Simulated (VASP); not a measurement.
Input:

```xyz
2
Lattice="0.0000 2.5762 2.5762 2.5762 0.0000 2.5762 2.5762 2.5762 0.0000" Properties=species:S:1:pos:R:3 pbc="T T T"
Li     0.0000     0.0000     0.0000
Cl     2.5762     2.5762     2.5762
```

The numbers are results of optB88-vdW, VASP's PBE PAW potentials (set 64) (plane waves; VASP 6.6.1), not measurements. Settings: 520 eV cut-off, 9×9×9 Γ-centred mesh, Gaussian smearing of 0.050 eV, potentials Li_sv Cl.

Task: Give the stress tensor in GPa (positive for a compressed cell).

Result: 
```
-1.01   0.00   0.00
 0.00  -1.01   0.00
 0.00   0.00  -1.01
```
The pressure is its mean diagonal, -1.01 GPa.

The compound is LiCl in the rock salt structure. This cell is one point of a volume scan, at 1.03 of the reference volume.
